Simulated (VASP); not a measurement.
Input for VASP

File KPOINTS:
```
Automatic
0
Gamma
 5 5 5
```

**INCAR**
```
SYSTEM = BaTe
PREC = Accurate
ENCUT = 400
EDIFF = 1E-6
NELM = 100
ALGO = Normal
LREAL = .FALSE.
LASPH = .TRUE.
ISMEAR = 0
SIGMA = 0.05
GGA = PE
LMAXMIX = 4
LWAVE = .FALSE.
LCHARG = .FALSE.
ISIF = 2
LSORBIT = .TRUE.
MAGMOM = 0 0 0 0 0 0
GGA_COMPAT = .FALSE.
```

File POSCAR:
```
BaTe
1
    0.0000000000     3.5700000000     3.5700000000
    3.5700000000     0.0000000000     3.5700000000
    3.5700000000     3.5700000000     0.0000000000
Ba Te
1 1
Direct
  0.0000000000   0.0000000000   0.0000000000
  0.5000000000   0.5000000000   0.5000000000
```

POTCAR, in this order: Ba_sv Te (PBE.64 set). Program: vasp_ncl.

### Question
Translate this PBE+SOC calculation to Ansatz.

### Answer
One equivalent input (not run):
Ansatz 0.2 input:
```yaml
crystal:
  lattice:
    - [0.0000000, 3.5700000, 3.5700000]
    - [3.5700000, 0.0000000, 3.5700000]
    - [3.5700000, 3.5700000, 0.0000000]
  atoms:
    - { symbol: Ba, position: [0.0000000, 0.0000000, 0.0000000] }
    - { symbol: Te, position: [0.5000000, 0.5000000, 0.5000000] }
kpoints:
  mp_grid: { grid: [5, 5, 5] }
hamiltonian:
  xc: pbe
  pseudopotentials: { kind: paw }
magnetization: { noncollinear: true, spin_orbit: true }
scf:
  occupations: { method: gaussian, width: 0.05 }
  max_iter: 100
output: { forces: true, stress: true, eigenvalues: true }
```
What does not carry over: each code has its own PAW files, so the cut-off isn't converted (ENCUT is set for VASP's; basis.ecutwfc is left out, and Ansatz then takes the one that its files recommend); Ansatz stops its SCF on the density residual and VASP on the energy change (EDIFF).

The compound is BaTe in the rock salt structure. The cell was not relaxed at this level.
